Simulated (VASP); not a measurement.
Input:

```
PtSe2
1.0
    1.86170    -3.22457     0.00000
    1.86170     3.22457     0.00000
    0.00000     0.00000     5.70574
Pt Se
1 2
Direct
  0.00000   0.00000   0.00000
  0.33333   0.66667   0.22917
  0.66667   0.33333   0.75330
```

Calculation: r2SCAN meta-GGA, VASP's PBE PAW potentials (set 64) (plane waves; VASP 6.6.1). Run with 480 eV cut-off, 6×6×4 Γ-centred mesh, Gaussian smearing of 0.050 eV, potentials Pt Se.

Give the force on each atom (eV/Å).

```json
[
 {"atom": "Pt1", "Fx": "0.000", "Fy": "0.000", "Fz": "-0.769"},
 {"atom": "Se2", "Fx": "0.000", "Fy": "0.000", "Fz": "-0.183"},
 {"atom": "Se3", "Fx": "0.000", "Fy": "0.000", "Fz": "0.952"}
]
```

Give the stress tensor in GPa (positive for a compressed cell).

```
-2.26   0.00   0.00
 0.00  -2.26   0.00
 0.00   0.00  -3.38
```
The pressure is its mean diagonal, -2.63 GPa.

The compound is PtSe2 in the 1T layered structure. This cell was strained or had an atom moved on purpose.
